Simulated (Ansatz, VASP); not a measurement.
# GaAs in two plane-wave programs, part 2 of 2

Wanted: the spread between two codes on one cell, functional and k mesh. The cell is taken from a series of runs on this material, whose earlier steps may have relaxed, scaled, displaced or heated it; both programs get it as it stands.

VASP 6.6.1 and Ansatz 0.2.0.

So far: Set-up; Ansatz: G0W0 gap, PBE, DFT+U.

### Step 3. VASP: G0W0 gap, PBE, DFT+U

Level of this step: G0W0 on PBE+U; plane waves and PAW (Ga_d_GW, As_GW) (VASP).

The same cell, functional and mesh now go to VASP, with its own data sets.

Lines of VASP's logs that name or quote its potential files are left out, and so is its time.

The run reads the wave functions of an earlier VASP run, which isn't shown here.

The input, INCAR:

```
SYSTEM = GaAs
PREC = Accurate
ENCUT = 430
ISMEAR = 0
SIGMA = 0.01
LREAL = .FALSE.
GGA = PE
NBANDS = 200
LASPH = .TRUE.
ALGO = EVGW0
NELMGW = 1
ENCUTGW = 150
NOMEGA = 64
PRECFOCK = Fast
NBANDSGW = 24
LWAVE = .FALSE.
LCHARG = .FALSE.
```

The input, POSCAR:

```
GaAs
1.0
    0.0000000000      2.8268500000      2.8268500000
    2.8268500000      0.0000000000      2.8268500000
    2.8268500000      2.8268500000      0.0000000000
Ga As
1 1
Direct
    0.0000000000      0.0000000000      0.0000000000
    0.2500000000      0.2500000000      0.2500000000
```

The input, KPOINTS:

```
Automatic mesh
0
Gamma
6 6 6
0 0 0
```

PAW data sets: Ga_d_GW and As_GW (PBE family, release 64).

Command:

```
$ mpirun -np 8 vasp_std
```

Numbers of over 12 decimals in the logs are rounded to 6 here.

What it wrote:

```text
[banner, memory and clock lines left out]
running    8 mpi-ranks, on    1 nodes
 distrk:  each k-point on    8 cores,    1 groups
 distr:  one band on    1 cores,    8 groups

 POSCAR found type information on POSCAR GaAs
 POSCAR found :  2 types and       2 ions
|                                                                             |
|           W    W    AA    RRRRR   N    N  II  N    N   GGGG   !!!           |
|           W    W   A  A   R    R  NN   N  II  NN   N  G    G  !!!           |
|           W    W  A    A  R    R  N N  N  II  N N  N  G       !!!           |
|           W WW W  AAAAAA  RRRRR   N  N N  II  N  N N  G  GGG   !            |
|           WW  WW  A    A  R   R   N   NN  II  N   NN  G    G                |
|           W    W  A    A  R    R  N    N  II  N    N   GGGG   !!!           |
|                                                                             |
|     For optimal performance we recommend to set                             |
|       NCORE = 2 up to number-of-cores-per-socket                            |
|     NCORE specifies how many cores store one orbital (NPAR=cpu/NCORE).      |
|     This setting can greatly improve the performance of VASP for DFT.       |
|     The default, NCORE=1 might be grossly inefficient on modern             |
|     multi-core architectures or massively parallel machines. Do your        |
|     Unfortunately you need to use the default for GW and RPA                |
|     calculations (for HF NCORE is supported but not extensively tested      |
|     yet).                                                                   |
|                                                                             |

|                                                                             |
|           W    W    AA    RRRRR   N    N  II  N    N   GGGG   !!!           |
|           W    W   A  A   R    R  NN   N  II  NN   N  G    G  !!!           |
|           W    W  A    A  R    R  N N  N  II  N N  N  G       !!!           |
|           W WW W  AAAAAA  RRRRR   N  N N  II  N  N N  G  GGG   !            |
|           WW  WW  A    A  R   R   N   NN  II  N   NN  G    G                |
|           W    W  A    A  R    R  N    N  II  N    N   GGGG   !!!           |
|                                                                             |
|     The default for ENCUTGWSOFT is different in this version of VASP.       |
|     please manually set ENCUTGWSOFT =150 in the INCAR file.                 |
|                                                                             |

 LDA part: xc-table for (Slater+PW92), standard interpolation
 found WAVECAR, reading the header
 POSCAR, INCAR and KPOINTS ok, starting setup
 FFT: planning ... GRIDC
 FFT: planning ... GRID_SOFT
 FFT: planning ... GRID
 reading WAVECAR
 the WAVECAR file was read successfully
 initial charge from wavefunction
 available memory per node:     63.50 GB, setting MAXMEM to     65028

 The Fermi energy was updated, please check that it is located mid-gap
 values below the HOMO (VB) or above the LUMO (CB) will cause erroneous energies
 E-fermi :   4.0654

 calculate exact exchange contribution
 the WAVEDER file was read successfully
energies w=
    0.000    0.000    0.278    0.000    0.556    0.000    0.832    0.000
    1.107    0.000    1.378    0.000    1.648    0.000    1.914    0.000
    2.176    0.000    2.435    0.000    2.691    0.000    2.942    0.000
    3.191    0.000    3.436    0.000    3.678    0.000    3.917    0.000
    4.153    0.000    4.388    0.000    4.621    0.000    4.852    0.000
    5.083    0.000    5.314    0.000    5.545    0.000    5.777    0.000
    6.010    0.000    6.246    0.000    6.484    0.000    6.726    0.000
    6.972    0.000    7.223    0.000    7.480    0.000    7.745    0.000
    8.017    0.000    8.299    0.000    8.592    0.000    8.897    0.000
    9.217    0.000    9.553    0.000    9.907    0.000   10.282    0.000
   10.681    0.000   11.108    0.000   11.569    0.000   12.066    0.000
   12.606    0.000   13.198    0.000   13.849    0.000   14.571    0.000
   15.379    0.000   16.290    0.000   17.326    0.000   18.518    0.000
   19.903    0.000   21.536    0.000   23.491    0.000   25.873    0.000
   28.839    0.000   32.632    0.000   37.650    0.000   44.591    0.000
   54.807    0.000   71.293    0.000  102.289    0.000  181.713    0.000
 responsefunction array rank=     200
 LDA part: xc-table for (Slater+PW92), standard interpolation

 min. memory requirement per mpi rank    305.2 MB, per node   2441.9 MB

 allocating   8 responsefunctions rank=   200
 shmem allocating  64 responsefunctions rank=   200
 response function shared by NCSHMEM nodes    1
 Doing            8  frequencies on each core in blocks of           64
NQ=   1    0.0000    0.0000    0.0000,
|.........|.........|.........|.........|.........|.........|.........|.........
 performed        896000 updates of chi_q(r,r)
 total number of BLAS operations        204.77 Gflops
NQ=   2    0.1667    0.0000    0.0000,
|.........|.........|.........|.........|.........|.........|.........|.........
 performed       2445000 updates of chi_q(r,r)
 total number of BLAS operations        571.38 Gflops
NQ=   3    0.3333    0.0000    0.0000,
|.........|.........|.........|.........|.........|.........|.........|.........
 performed       3994000 updates of chi_q(r,r)
 total number of BLAS operations        986.38 Gflops
NQ=   4    0.5000    0.0000    0.0000,
|.........|.........|.........|.........|.........|.........|.........|.........
 performed       5312000 updates of chi_q(r,r)
 total number of BLAS operations       1328.16 Gflops
NQ=   5    0.1667    0.1667    0.0000,
|.........|.........|.........|.........|.........|.........|.........|.........
 performed       6861000 updates of chi_q(r,r)
 total number of BLAS operations       1734.14 Gflops
NQ=   6    0.3333    0.1667    0.0000,
|.........|.........|.........|.........|.........|.........|.........|.........
 performed       9235000 updates of chi_q(r,r)
 total number of BLAS operations       2419.92 Gflops
NQ=   7    0.5000    0.1667    0.0000,
|.........|.........|.........|.........|.........|.........|.........|.........
 performed      11609000 updates of chi_q(r,r)
 total number of BLAS operations       3105.71 Gflops
NQ=   8   -0.3333    0.1667    0.0000,
|.........|.........|.........|.........|.........|.........|.........|.........
 performed      13983000 updates of chi_q(r,r)
 total number of BLAS operations       3791.50 Gflops
NQ=   9   -0.1667    0.1667    0.0000,
|.........|.........|.........|.........|.........|.........|.........|.........
 performed      16050000 updates of chi_q(r,r)
 total number of BLAS operations       4351.45 Gflops
NQ=  10    0.3333    0.3333    0.0000,
|.........|.........|.........|.........|.........|.........|.........|.........
 performed      17599000 updates of chi_q(r,r)
 total number of BLAS operations       4817.84 Gflops
NQ=  11    0.5000    0.3333    0.0000,
|.........|.........|.........|.........|.........|.........|.........|.........
 performed      19973000 updates of chi_q(r,r)
 total number of BLAS operations       5518.14 Gflops
NQ=  12   -0.3333    0.3333    0.0000,
|.........|.........|.........|.........|.........|.........|.........|.........
 performed      22040000 updates of chi_q(r,r)
 total number of BLAS operations       6090.33 Gflops
NQ=  13    0.5000    0.5000    0.0000,
|.........|.........|.........|.........|.........|.........|.........|.........
 performed      23224000 updates of chi_q(r,r)
 total number of BLAS operations       6432.33 Gflops
NQ=  14    0.5000    0.3333    0.1667,
|.........|.........|.........|.........|.........|.........|.........|.........
 performed      25886000 updates of chi_q(r,r)
 total number of BLAS operations       7193.22 Gflops
NQ=  15   -0.3333    0.3333    0.1667,
|.........|.........|.........|.........|.........|.........|.........|.........
 performed      28395000 updates of chi_q(r,r)
 total number of BLAS operations       7948.65 Gflops
NQ=  16   -0.3333    0.5000    0.1667,
|.........|.........|.........|.........|.........|.........|.........|.........
 performed      30472000 updates of chi_q(r,r)
 total number of BLAS operations       8586.97 Gflops
 resolving degeneracies of screened two electron integrals

 calculate QP shifts <psi_nk| G(iteration)W_0 |psi_nk>: iteration 1
 entering main loop
```

OUTCAR, selected parts (step 3):

```text
ion  position               nearest neighbor table
   1  0.000  0.000  0.000-   2 2.45   2 2.45   2 2.45   2 2.45
   2  0.250  0.250  0.250-   1 2.45   1 2.45   1 2.45   1 2.45

  LATTYP: Found a face centered cubic cell.
 ALAT       =     5.6537000000

 Subroutine GETGRP returns: Found 24 space group operations
 (whereof 24 operations were pure point group operations)

The static configuration has the point symmetry T_d .

 Found     16 irreducible k-points:

   k-points           NKPTS =     16   k-points in BZ     NKDIM =    216   number of bands    NBANDS=    200

   dimension x,y,z NGX =    28 NGY =   28 NGZ =   28
   dimension x,y,z NGXF=    56 NGYF=   56 NGZF=   56

   ENCUT  =  430.0 eV  31.60 Ry    5.62 a.u.   6.76  6.76  6.76*2*pi/ulx,y,z

   NELECT =      18.0000    total number of electrons

  energy-cutoff  :      430.00
  volume of cell :       45.18
      direct lattice vectors                 reciprocal lattice vectors
     0.000000000  2.826850000  2.826850000    -0.176875321  0.176875321  0.176875321
     2.826850000  0.000000000  2.826850000     0.176875321 -0.176875321  0.176875321
     2.826850000  2.826850000  0.000000000     0.176875321  0.176875321 -0.176875321

 k-points in reciprocal lattice and weights: Automatic mesh
   0.00000000  0.00000000  0.00000000       0.005
   0.16666667  0.00000000  0.00000000       0.037
   0.33333333  0.00000000  0.00000000       0.037
   0.50000000  0.00000000  0.00000000       0.019
   0.16666667  0.16666667  0.00000000       0.028
   0.33333333  0.16666667  0.00000000       0.111
   0.50000000  0.16666667  0.00000000       0.111
  -0.33333333  0.16666667  0.00000000       0.111
  -0.16666667  0.16666667  0.00000000       0.056
[...]
-0.33333333  0.33333333  0.16666667       0.111
  -0.33333333  0.50000000  0.16666667       0.056

 E-fermi :   4.0654

 QP shifts <psi_nk| G(iteration)W_0 |psi_nk>: iteration 1
 for sc-GW calculations column KS-energies equals QP-energies in previous step
 and V_xc(KS)=  KS-energies - (<T + V_ion + V_H > + <T+V_H+V_ion>^1  + <V_x>^1)
 k-point   1 :       0.0000    0.0000    0.0000
  band No.  KS-energies  QP-energies   sigma(KS)   V_xc(KS)     V^pw_x(r,r')   Z            occupation Imag(sigma)
    ...
      6      -8.8562      -9.2254     -11.7285     -11.1320     -18.1093       0.6189       2.0000       0.8673
      7       3.7401       3.3314     -12.4963     -11.9580     -13.3833       0.7592       2.0000       0.0319
      8       3.7401       3.3314     -12.4963     -11.9580     -13.3833       0.7592       2.0000       0.0319
      9       3.7401       3.3314     -12.4963     -11.9580     -13.3833       0.7592       2.0000       0.0319
     10       4.3907       4.7735     -10.9634     -11.4617      -7.4549       0.7683       0.0000      -0.0622
     11       7.5801       7.5927      -9.9879     -10.0047      -5.6177       0.7503       0.0000      -0.0721
     12       7.5801       7.5927      -9.9879     -10.0047      -5.6177       0.7503       0.0000      -0.0721
     13       7.5801       7.5927      -9.9879     -10.0047      -5.6177       0.7503       0.0000      -0.0721
    ...

 k-point   2 :       0.1667    0.0000    0.0000
  band No.  KS-energies  QP-energies   sigma(KS)   V_xc(KS)     V^pw_x(r,r')   Z            occupation Imag(sigma)
    ...
      6      -8.5502      -8.9283     -11.8457     -11.2474     -18.1102       0.6319       2.0000       0.8499
      7       1.0974       0.7007     -11.9390     -11.3969     -13.4672       0.7318       2.0000       0.0417
      8       3.3863       2.9365     -12.3271     -11.7311     -13.2879       0.7548       2.0000       0.0324
      9       3.3863       2.9365     -12.3271     -11.7311     -13.2879       0.7548       2.0000       0.0324
     10       5.4883       5.7141     -10.5745     -10.8702      -6.8710       0.7635       0.0000      -0.0661
     11       8.1040       8.1499     -10.1142     -10.1758      -5.5974       0.7465       0.0000      -0.0791
     12       8.1040       8.1499     -10.1142     -10.1758      -5.5974       0.7465       0.0000      -0.0791
     13       8.4910       8.5877     -10.2839     -10.4138      -5.7902       0.7448       0.0000      -0.0865
    ...

 k-point   3 :       0.3333    0.0000    0.0000
  band No.  KS-energies  QP-energies   sigma(KS)   V_xc(KS)     V^pw_x(r,r')   Z            occupation Imag(sigma)
    ...
      6      -7.7529      -8.1372     -12.1798     -11.5925     -18.1378       0.6543       2.0000       0.7875
      7      -1.5347      -2.0428     -11.5567     -10.8345     -14.4706       0.7036       2.0000       0.1659
      8       2.8718       2.3648     -12.1889     -11.5120     -13.3341       0.7490       2.0000       0.0365
      9       2.8718       2.3648     -12.1889     -11.5120     -13.3341       0.7490       2.0000       0.0365
     10       5.0544       5.2378     -10.1927     -10.4312      -6.5114       0.7689       0.0000      -0.0680
     11       8.4712       8.5387      -9.8506      -9.9411      -5.2386       0.7463       0.0000      -0.0912
     12       8.4712       8.5387      -9.8506      -9.9411      -5.2386       0.7463       0.0000      -0.0912
     13      11.0517      11.1168      -9.8379      -9.9267      -4.4824       0.7334       0.0000      -0.2139
    ...

 k-point   4 :       0.5000    0.0000    0.0000
  band No.  KS-energies  QP-energies   sigma(KS)   V_xc(KS)     V^pw_x(r,r')   Z            occupation Imag(sigma)
    ...
      6      -7.1595      -7.5296     -12.5110     -11.9563     -18.2502       0.6674       2.0000       0.7259
      7      -2.7703      -3.3252     -11.2008     -10.4012     -14.7019       0.6939       2.0000       0.2758
      8       2.6687       2.1405     -12.1546     -11.4468     -13.3811       0.7463       2.0000       0.0385
      9       2.6687       2.1405     -12.1546     -11.4468     -13.3811       0.7463       2.0000       0.0385
     10       4.8284       5.0086     -10.1704     -10.4043      -6.5484       0.7701       0.0000      -0.0688
     11       8.3867       8.4514      -9.6479      -9.7342      -5.0862       0.7493       0.0000      -0.0917
     12       8.3867       8.4514      -9.6479      -9.7342      -5.0862       0.7493       0.0000      -0.0917
     13      11.5351      11.3456      -7.9828      -7.7274      -2.6455       0.7421       0.0000      -0.2197
    ...

[... 4 further parts left out ...]
```

### Step 4. Differences

Known differences besides the potentials themselves: U acts on the PAW sphere in VASP and on atomic orbitals in Ansatz, so only states and trends compare; fixed occupations in Ansatz, narrow Gaussian smearing in VASP; the data sets hold 28 valence electrons in Ansatz (on its PAW soft_1 files) and 18 in VASP; the cutoff is 420 eV in Ansatz and 430 eV in VASP; Ansatz integrates over frequency by contour deformation, VASP on a grid of NOMEGA points; Ansatz's G0W0 levels solve the quasiparticle equation, VASP's are linearised. Total energies have different zeros and are not compared.

Both answers:

| quantity | Ansatz | VASP | difference |
| --- | --- | --- | --- |
| G0W0 gap on the mesh (eV) | 1.25 | 1.44 | -0.19 |
| Kohn-Sham gap under it (eV) | 0.53 | 0.65 | -0.12 |

### Step 5. Results

```
difference in G0W0 gap on the mesh (G0W0 gap, PBE, DFT+U) : -0.19 eV
```

**Reading.** The difference in G0W0 gap on the mesh is -0.19 eV (G0W0 gap, PBE, DFT+U). The data sets hold unlike numbers of valence electrons (28 in Ansatz and 18 in VASP), so part of the differences comes from the potentials. Part of the difference in the G0W0 gap can come from VASP's linearised levels. How closely two codes agree says nothing of how well the functional describes the real material.

[Lines on the potential files, build, host, timing and source positions are cut from VASP's logs without a mark.]

[Logs are printed without paths, hosts, clocks, repeated set-up lines and the standing remarks that a program may print on its own settings, such as how far it seeks lower states.]

[Hosts, paths, dates, database ids (printed as entryN), source tags and the programs' standing remarks are cut or masked in the printed files.]
